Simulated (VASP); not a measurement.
```
Se
1.0
    2.25067    -3.89828     0.00000
    2.25067     3.89828     0.00000
    0.00000     0.00000     4.98584
Se
3
Direct
  0.00000   0.21755   0.66667
  0.78245   0.78245   0.00000
  0.21755   0.00000   0.33333
```

The numbers are results of r2SCAN meta-GGA with spin-orbit coupling, VASP's PBE PAW potentials (set 64) (plane waves; VASP), not measurements. Settings: 400 eV cut-off, 5×5×4 Γ-centred mesh, Gaussian smearing of 0.050 eV, potentials Se.

Task: Estimate the energy per atom (σ→0), band gap (over mesh and band path) with the smallest direct gap where there is one.

Result: 
```
Quantity                                                Result
---------------------------------------------  ---------------
band gap (over mesh and band path)                     1.30 eV
smallest direct gap (over mesh and band path)          1.47 eV
energy per atom (σ→0)                          -14.329 eV/atom
```

The absolute energy has meaning only against runs of the same code, potentials and settings.

The compound is Se in the trig structure. It was relaxed first, which changed the volume by +7 %.
